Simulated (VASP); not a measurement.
**Iridium: how cutoff and mesh change the relaxed cell**

Aim: test the relaxed volume of Iridium against cutoff and mesh. The starting structure is a measured crystal structure from the Crystallography Open Database.

Calculated with VASP 6.6.1; Kohn-Sham DFT with plane waves and PAW; PBEsol.

**1. The structure**

It takes space group Fm-3m (No. 225, cubic). Conventional cell: a = 3.839 Å, b = 3.839 Å, c = 3.839 Å, α = 90.00°, β = 90.00°, γ = 90.00°. Nearest to Ir lie 12 Ir at 2.71 Å.

Coordinates:

```xyz
1
Lattice="0.0000 1.9197 1.9197 1.9197 0.0000 1.9197 1.9197 1.9197 0.0000" Properties=species:S:1:pos:R:3 pbc="T T T"
Ir    0.0000    0.0000    0.0000
```

**2. Reference relaxation**

INCAR reads:

```
SYSTEM = Ir
PREC = Accurate
ENCUT = 450
EDIFF = 1E-06
NELM = 100
ISMEAR = 1
SIGMA = 0.1
LREAL = .FALSE.
ALGO = Normal
GGA = PS
NBANDS = 10
LORBIT = 11
LWAVE = .FALSE.
LCHARG = .FALSE.
KPAR = 2
IBRION = 2
NSW = 50
ISIF = 3
EDIFFG = -0.01
```

POSCAR reads:

```
Ir
1.0
    0.0000000000      1.9197000000      1.9197000000
    1.9197000000      0.0000000000      1.9197000000
    1.9197000000      1.9197000000      0.0000000000
Ir
1
Direct
    0.0000000000      0.0000000000      0.0000000000
```

KPOINTS reads:

```
Automatic mesh
0
Gamma
12 12 12
0 0 0
```

Potentials, in the order of the species: Ir (PBE family, release 64).

Run with:

```bash
> mpirun -np 2 vasp_std
```

What it wrote:

```text
[banner, memory and clock lines left out]
running    2 mpi-ranks, on    1 nodes
 distrk:  each k-point on    1 cores,    2 groups
 distr:  one band on    1 cores,    1 groups

 POSCAR found type information on POSCAR Ir
 POSCAR found :  1 types and       1 ions
|                                                                             |
|               ----> ADVICE to this user running VASP <----                  |
|                                                                             |
|     You enforced a specific xc type in the INCAR file but a different       |
|     [... a line on the potential file left out ...]
|     I HOPE YOU KNOW WHAT YOU ARE DOING!                                     |
|                                                                             |

 LDA part: xc-table for (Slater+PW92), standard interpolation
 POSCAR, INCAR and KPOINTS ok, starting setup
 FFT: planning ... GRIDC
 FFT: planning ... GRID_SOFT
 FFT: planning ... GRID
 WAVECAR not read
 entering main loop
       N       E                     dE             d eps       ncg     rms          rms(c)
DAV:   1     0.405156875735E+02    0.40516E+02   -0.39892E+03  1496   0.725E+02
DAV:   2    -0.972029712619E+01   -0.50236E+02   -0.47310E+02  1480   0.182E+02
DAV:   3    -0.104709235832E+02   -0.75063E+00   -0.74987E+00  1714   0.270E+01
DAV:   4    -0.104772221527E+02   -0.62986E-02   -0.62977E-02  1618   0.229E+00
DAV:   5    -0.104773470925E+02   -0.12494E-03   -0.12494E-03  1658   0.299E-01    0.157E+01
DAV:   6    -0.994117152178E+01    0.53618E+00   -0.94832E-01  1622   0.117E+01    0.612E+00
DAV:   7    -0.984413921596E+01    0.97032E-01   -0.29044E-01  1706   0.594E+00    0.145E+00
DAV:   8    -0.984276153598E+01    0.13777E-02   -0.20450E-03  1536   0.437E-01    0.129E+00
DAV:   9    -0.983702283252E+01    0.57387E-02   -0.29904E-03  1590   0.787E-01    0.499E-02
DAV:  10    -0.983699436875E+01    0.28464E-04   -0.32487E-05  2080   0.703E-02    0.307E-02
DAV:  11    -0.983699569223E+01   -0.13235E-05   -0.18513E-06  1526   0.993E-03    0.471E-03
DAV:  12    -0.983699573924E+01   -0.47012E-07   -0.38373E-08   774   0.223E-03
   1 F= -.98369957E+01 E0= -.98372353E+01  d E =-.983700E+01
 curvature:   0.00 expect dE= 0.000E+00 dE for cont linesearch  0.000E+00
 trial: gam= 0.00000 g(F)=  0.481E-64 g(S)=  0.572E-02 ort = 0.000E+00 (trialstep = 0.100E+01)
 search vector abs. value=  0.572E-02
 bond charge predicted
       N       E                     dE             d eps       ncg     rms          rms(c)
DAV:   1    -0.986959522325E+01   -0.32600E-01   -0.13607E+00  1568   0.167E+01    0.218E+00
DAV:   2    -0.983255738428E+01    0.37038E-01   -0.77048E-02  1576   0.344E+00    0.646E-01
DAV:   3    -0.982818586392E+01    0.43715E-02   -0.17026E-02  1694   0.145E+00    0.173E-01
DAV:   4    -0.982821687920E+01   -0.31015E-04   -0.21098E-04  1750   0.170E-01    0.887E-02
DAV:   5    -0.982825534596E+01   -0.38467E-04   -0.99271E-05  1712   0.625E-02    0.689E-03
DAV:   6    -0.982825830585E+01   -0.29599E-05   -0.21966E-06  1710   0.129E-02    0.221E-03
DAV:   7    -0.982825844818E+01   -0.14233E-06   -0.65451E-08   758   0.169E-03
   2 F= -.98282584E+01 E0= -.98284316E+01  d E =0.873729E-02
 trial-energy change:    0.008737  1 .order    0.008945   -0.005722    0.023612
 step:   0.2019(harm=  0.1951)  dis= 0.00000  next Energy=    -9.837575 (dE=-0.579E-03)
 bond charge predicted
       N       E                     dE             d eps       ncg     rms          rms(c)
DAV:   1    -0.986326965165E+01   -0.35011E-01   -0.86395E-01  1566   0.133E+01    0.153E+00
DAV:   2    -0.984026158922E+01    0.23008E-01   -0.52649E-02  1572   0.280E+00    0.591E-01
DAV:   3    -0.983758803320E+01    0.26736E-02   -0.10451E-02  1714   0.111E+00    0.174E-01
DAV:   4    -0.983757886071E+01    0.91725E-05   -0.23321E-04  1664   0.148E-01    0.275E-02
DAV:   5    -0.983758437037E+01   -0.55097E-05   -0.95222E-06  1934   0.167E-02    0.571E-03
DAV:   6    -0.983758489792E+01   -0.52755E-06   -0.14767E-07   822   0.339E-03
   3 F= -.98375849E+01 E0= -.98378130E+01  d E =-.589159E-03
 curvature:  -0.10 expect dE=-0.798E-08 dE for cont linesearch -0.798E-08
 trial: gam=-0.00377 g(F)=  0.437E-66 g(S)=  0.818E-07 ort = 0.216E-04 (trialstep = 0.840E+00)
 search vector abs. value=  0.101E-09
 reached required accuracy - stopping structural energy minimisation
```

Wall time 4.6 s (2 MPI ranks of Intel Xeon 6975P-C (Granite Rapids), shared host); peak memory 0.25 GiB; 8.2 s of CPU time.

Lines that name or quote the potential files are left out of all logs, and their timing lines are given in words.

From OUTCAR (step 2):

```text
ion  position               nearest neighbor table
   1  0.000  0.000  0.000-

  LATTYP: Found a face centered cubic cell.
 ALAT       =     3.8394000000

 Subroutine GETGRP returns: Found 48 space group operations
 (whereof 48 operations were pure point group operations)

The static configuration has the point symmetry O_h .

 Found     72 irreducible k-points:

   k-points           NKPTS =     72   k-points in BZ     NKDIM =     72   number of bands    NBANDS=     10

   dimension x,y,z NGX =    20 NGY =   20 NGZ =   20
   dimension x,y,z NGXF=    40 NGYF=   40 NGZF=   40

   ENCUT  =  450.0 eV  33.07 Ry    5.75 a.u.   4.70  4.70  4.70*2*pi/ulx,y,z

   NELECT =       9.0000    total number of electrons

 k-points in reciprocal lattice and weights: Automatic mesh
   0.00000000  0.00000000  0.00000000       0.001
   0.08333333  0.00000000  0.00000000       0.005
   0.16666667  0.00000000  0.00000000       0.005
   0.25000000  0.00000000  0.00000000       0.005
   0.33333333  0.00000000  0.00000000       0.005
   0.41666667  0.00000000  0.00000000       0.005
   0.50000000  0.00000000  0.00000000       0.002
   0.08333333  0.08333333  0.00000000       0.003
   0.16666667  0.08333333  0.00000000       0.014
[...]
-0.33333333  0.50000000  0.16666667       0.007
  -0.25000000  0.50000000  0.25000000       0.003

 average (electrostatic) potential at core
       1 -48.5205

 E-fermi :  10.4027

 k-point     1 :       0.0000    0.0000    0.0000
  band No.  band energies     occupation
    ...
      2       6.4030      2.00000
      3       6.4030      2.00000
      4       6.4030      2.00000
      5       9.1483      2.00000
      6       9.1483      2.00000
      7      24.6560      0.00000
      8      30.2585      0.00000
      9      30.2585      0.00000
     10      30.2585      0.00000

 k-point     2 :       0.0833    0.0000    0.0000
  band No.  band energies     occupation
    ...
      2       6.2420      2.00000
      3       6.5345      2.00000
      4       6.5345      2.00000
      5       9.0661      2.00000
      6       9.0661      2.00000
      7      25.1850      0.00000
      8      28.8034      0.00000
      9      30.7682      0.00000
     10      30.7682      0.00000

 k-point     3 :       0.1667    0.0000    0.0000
  band No.  band energies     occupation
    ...
      2       5.9171      2.00000
      3       6.8025      2.00000
      4       6.8025      2.00000
      5       8.9862      2.00000
      6       8.9862      2.00000
      7      26.2407      0.00000
      8      26.6909      0.00000
      9      32.1904      0.00000
     10      32.1904      0.00000

  Total       -0.0007517     -0.0007517     -0.0007517      0.0000000      0.0000000      0.0000000
  in kB       -0.0856194     -0.0856194     -0.0856194      0.0000000      0.0000000      0.0000000
  external PRESSURE =      -0.0856194 kB  Pullay stress =       0.0000000 kB

  energy-cutoff  :      450.00
  volume of cell :       14.07
      direct lattice vectors                 reciprocal lattice vectors
     0.000000000  1.915981758  1.915981758    -0.260962819  0.260962819  0.260962819
     1.915981758 -0.000000000  1.915981758     0.260962819 -0.260962819  0.260962819
     1.915981758  1.915981758 -0.000000000     0.260962819  0.260962819 -0.260962819

 POSITION                                       TOTAL-FORCE (eV/Angst)
 -----------------------------------------------------------------------------------
      0.00000      0.00000      0.00000         0.000000      0.000000     -0.000000
 -----------------------------------------------------------------------------------
    total drift:                                0.000000      0.000000     -0.000000

  FREE ENERGIE OF THE ION-ELECTRON SYSTEM (eV)
  ---------------------------------------------------
  free  energy   TOTEN  =        -9.8375848979 eV

  energy  without entropy=       -9.8382692677  energy(sigma->0) =       -9.83781302

 reached required accuracy - stopping structural energy minimisation

 total charge
# of ion       s       p       d       tot
------------------------------------------
    1        0.674   0.749   6.980   8.403

[... 3 further parts left out ...]
```

This run has no spin polarisation. Its electron count is odd, so without a moment it is a metal by construction. The PAW data sets were made with PBE, which is usual practice but a small mismatch for other functionals. The run keeps the 48 symmetry operations of its start, so it cannot find a distortion of lower symmetry.

The reference relaxation ends at 14.067 Å³ an atom.

**3. Relaxation with a cutoff of 210 eV**

Against step 2 the input has ENCUT = 210.

INCAR: that of step 2 with these lines changed.

```diff
@@ -2,3 +2,3 @@
 PREC = Accurate
-ENCUT = 450
+ENCUT = 210
 EDIFF = 1E-06
```

POSCAR is that of step 2.

KPOINTS is that of step 2.

Run with:

```bash
> mpirun -np 2 vasp_std
```

What it wrote:

```text
[banner, memory and clock lines left out]
running    2 mpi-ranks, on    1 nodes
[...]
[... a notice as in an earlier step ...]

 LDA part: xc-table for (Slater+PW92), standard interpolation
 POSCAR, INCAR and KPOINTS ok, starting setup
[...]
entering main loop
       N       E                     dE             d eps       ncg     rms          rms(c)
DAV:   1     0.924406590588E+01    0.92441E+01   -0.25671E+03  1868   0.371E+02
DAV:   2    -0.102969939234E+02   -0.19541E+02   -0.18280E+02  1548   0.110E+02
DAV:   3    -0.104802542075E+02   -0.18326E+00   -0.18318E+00  1630   0.110E+01
DAV:   4    -0.104816099077E+02   -0.13557E-02   -0.13556E-02  1584   0.987E-01
[...]
DAV:   9    -0.984032433167E+01    0.59976E-02   -0.28186E-03  1564   0.660E-01    0.506E-02
DAV:  10    -0.984027603711E+01    0.48295E-04   -0.51945E-05  1884   0.837E-02    0.705E-02
DAV:  11    -0.984027613600E+01   -0.98887E-07   -0.27255E-06  1554   0.117E-02
   1 F= -.98402761E+01 E0= -.98405097E+01  d E =-.984028E+01
[... from here on, the cycles between the ionic steps are left out ...]
   2 F= -.97494586E+01 E0= -.97494715E+01  d E =0.908175E-01
   3 F= -.98443454E+01 E0= -.98445475E+01  d E =-.406926E-02
   4 F= -.98443491E+01 E0= -.98445500E+01  d E =-.407299E-02
[...]
reached required accuracy - stopping structural energy minimisation
```

Elapsed: 2 s, on 2 MPI ranks; peak memory 0.2 GiB.

From OUTCAR (step 3):

```text
  Total       -0.0006341     -0.0006341     -0.0006341      0.0000000      0.0000000      0.0000000
  in kB       -0.0728378     -0.0728378     -0.0728378      0.0000000      0.0000000      0.0000000
  external PRESSURE =      -0.0728378 kB  Pullay stress =       0.0000000 kB

 POSITION                                       TOTAL-FORCE (eV/Angst)
 -----------------------------------------------------------------------------------
      1.91052      1.91052      3.82103         0.000000      0.000000     -0.000000
 -----------------------------------------------------------------------------------
    total drift:                                0.000000      0.000000     -0.000000

  FREE ENERGIE OF THE ION-ELECTRON SYSTEM (eV)
  ---------------------------------------------------
  free  energy   TOTEN  =        -9.8443491231 eV

  energy  without entropy=       -9.8449518841  energy(sigma->0) =       -9.84455004

[... 2 parts as in an earlier step ...]

[... 2 further parts left out ...]
[key lines of the parts left out:]
E-fermi :  10.5569
```

With a cutoff of 210 eV the cell ends at 13.947 Å³ an atom, -0.85 % from the reference.

**4. Relaxation with a 7×7×7 mesh**

Against step 2 the input has a 7×7×7 mesh.

INCAR: that of step 3 with these lines changed.

```diff
@@ -2,3 +2,3 @@
 PREC = Accurate
-ENCUT = 210
+ENCUT = 450
 EDIFF = 1E-06
```

POSCAR is that of step 3.

KPOINTS reads:

```
Automatic mesh
0
Gamma
7 7 7
0 0 0
```

Run with:

```bash
> mpirun -np 2 vasp_std
```

What it wrote:

```text
[... set-up lines as in an earlier step ...]
 entering main loop
       N       E                     dE             d eps       ncg     rms          rms(c)
DAV:   1     0.462420025396E+02    0.46242E+02   -0.39951E+03   400   0.737E+02
DAV:   2    -0.970222251853E+01   -0.55944E+02   -0.53459E+02   406   0.197E+02
DAV:   3    -0.105226792715E+02   -0.82046E+00   -0.82036E+00   492   0.277E+01
DAV:   4    -0.105300486367E+02   -0.73694E-02   -0.73686E-02   444   0.242E+00
[...]
DAV:  13    -0.989309832428E+01   -0.65347E-05   -0.15791E-06   420   0.140E-02    0.162E-02
DAV:  14    -0.989309933181E+01   -0.10075E-05   -0.12935E-07   220   0.383E-03    0.154E-03
DAV:  15    -0.989309930576E+01    0.26054E-07   -0.60656E-09   222   0.999E-04
   1 F= -.98930993E+01 E0= -.98932060E+01  d E =-.989310E+01
[...]
N       E                     dE             d eps       ncg     rms          rms(c)
DAV:   1    -0.994835751578E+01   -0.55258E-01   -0.23485E+00   432   0.219E+01    0.296E+00
[...]
DAV:   6    -0.987778417872E+01   -0.18946E-05   -0.13696E-06   490   0.121E-02    0.251E-03
DAV:   7    -0.987778466014E+01   -0.48142E-06   -0.23447E-07   210   0.280E-03
   2 F= -.98777847E+01 E0= -.98777852E+01  d E =0.153146E-01
 trial-energy change:    0.015315  1 .order    0.015774   -0.009899    0.041447
 step:   0.2014(harm=  0.1928)  dis= 0.00000  next Energy=    -9.894100 (dE=-0.100E-02)
[...]
N       E                     dE             d eps       ncg     rms          rms(c)
DAV:   1    -0.993735245909E+01   -0.59568E-01   -0.14928E+00   430   0.175E+01    0.205E+00
DAV:   2    -0.989878064878E+01    0.38572E-01   -0.86725E-02   438   0.363E+00    0.810E-01
DAV:   3    -0.989413147611E+01    0.46492E-02   -0.17953E-02   458   0.148E+00    0.223E-01
DAV:   4    -0.989410786698E+01    0.23609E-04   -0.36399E-04   472   0.180E-01    0.415E-02
DAV:   5    -0.989411749774E+01   -0.96308E-05   -0.17434E-05   514   0.230E-02    0.606E-03
DAV:   6    -0.989411884315E+01   -0.13454E-05   -0.49948E-07   256   0.511E-03    0.112E-03
DAV:   7    -0.989411884006E+01    0.30899E-08   -0.45561E-08   200   0.190E-03
   3 F= -.98941188E+01 E0= -.98942031E+01  d E =-.101953E-02
[...]
reached required accuracy - stopping structural energy minimisation
```

It took 2.6 s on 2 MPI ranks; peak memory 0.24 GiB.

Parts of OUTCAR (step 4):

```text
  Total       -0.0027155     -0.0027155     -0.0027155      0.0000000      0.0000000      0.0000000
  in kB       -0.3098451     -0.3098451     -0.3098451      0.0000000      0.0000000      0.0000000
  external PRESSURE =      -0.3098451 kB  Pullay stress =       0.0000000 kB

 POSITION                                       TOTAL-FORCE (eV/Angst)
 -----------------------------------------------------------------------------------
      0.00000      0.00000      0.00000        -0.000000     -0.000000     -0.000000
 -----------------------------------------------------------------------------------
    total drift:                                0.000000     -0.000000     -0.000000

  FREE ENERGIE OF THE ION-ELECTRON SYSTEM (eV)
  ---------------------------------------------------
  free  energy   TOTEN  =        -9.8941188401 eV

  energy  without entropy=       -9.8943715662  energy(sigma->0) =       -9.89420308

[... 1 part as in an earlier step ...]

[... 3 further parts left out ...]
[key lines of the parts left out:]
E-fermi :  10.5520
```

With a 7×7×7 mesh the cell ends at 14.042 Å³ an atom, -0.18 % from the reference.

**5. Relaxation with a cutoff of 360 eV**

Against step 2 the input has ENCUT = 360.

INCAR: that of step 4 with these lines changed.

```diff
@@ -2,3 +2,3 @@
 PREC = Accurate
-ENCUT = 450
+ENCUT = 360
 EDIFF = 1E-06
```

POSCAR is that of step 4.

KPOINTS reads:

```
Automatic mesh
0
Gamma
12 12 12
0 0 0
```

Run with:

```bash
> mpirun -np 2 vasp_std
```

What it wrote:

```text
[... set-up lines as in an earlier step ...]
 entering main loop
       N       E                     dE             d eps       ncg     rms          rms(c)
DAV:   1     0.346262957131E+02    0.34626E+02   -0.33990E+03  1528   0.592E+02
DAV:   2    -0.983403975961E+01   -0.44460E+02   -0.42061E+02  1472   0.169E+02
DAV:   3    -0.104717681633E+02   -0.63773E+00   -0.63674E+00  1720   0.243E+01
DAV:   4    -0.104770594087E+02   -0.52912E-02   -0.52906E-02  1618   0.212E+00
[...]
DAV:  10    -0.983696648341E+01    0.36906E-04   -0.37478E-05  2010   0.761E-02    0.327E-02
DAV:  11    -0.983696779583E+01   -0.13124E-05   -0.18314E-06  1516   0.973E-03    0.499E-03
DAV:  12    -0.983696781070E+01   -0.14875E-07   -0.32382E-08   780   0.182E-03
   1 F= -.98369678E+01 E0= -.98372071E+01  d E =-.983697E+01
[...]
N       E                     dE             d eps       ncg     rms          rms(c)
DAV:   1    -0.987165335809E+01   -0.34686E-01   -0.14518E+00  1566   0.169E+01    0.225E+00
[...]
DAV:   5    -0.982751499757E+01   -0.41242E-04   -0.10961E-04  1712   0.652E-02    0.711E-03
DAV:   6    -0.982751815357E+01   -0.31560E-05   -0.23864E-06  1734   0.133E-02    0.243E-03
DAV:   7    -0.982751833951E+01   -0.18593E-06   -0.77717E-08   768   0.171E-03
   2 F= -.98275183E+01 E0= -.98276888E+01  d E =0.944947E-02
 trial-energy change:    0.009449  1 .order    0.009675   -0.006113    0.025463
 step:   0.2005(harm=  0.1936)  dis= 0.00000  next Energy=    -9.837582 (dE=-0.614E-03)
[...]
N       E                     dE             d eps       ncg     rms          rms(c)
DAV:   1    -0.986513489532E+01   -0.37617E-01   -0.92522E-01  1560   0.135E+01    0.158E+00
DAV:   2    -0.984046424104E+01    0.24671E-01   -0.56542E-02  1574   0.287E+00    0.612E-01
DAV:   3    -0.983759715298E+01    0.28671E-02   -0.11143E-02  1716   0.114E+00    0.182E-01
DAV:   4    -0.983758657488E+01    0.10578E-04   -0.24820E-04  1668   0.147E-01    0.291E-02
DAV:   5    -0.983759271999E+01   -0.61451E-05   -0.10060E-05  1920   0.169E-02    0.595E-03
DAV:   6    -0.983759327488E+01   -0.55488E-06   -0.17062E-07   832   0.360E-03
   3 F= -.98375933E+01 E0= -.98378208E+01  d E =-.625464E-03
[...]
reached required accuracy - stopping structural energy minimisation
```

The job ended after 3.4 s (2 MPI ranks; peak memory 0.24 GiB; 6 s of CPU time).

(Continued in part 2 of 2.)

[Lines on the potential files, build, host, timing and source positions are cut from VASP's logs without a mark.]

[Logs are printed without paths, hosts, clocks, repeated set-up lines and the standing remarks that a program may print on its own settings, such as how far it seeks lower states.]

[Hosts, paths, dates, database ids (printed as entryN), source tags and the programs' standing remarks are cut or masked in the printed files.]
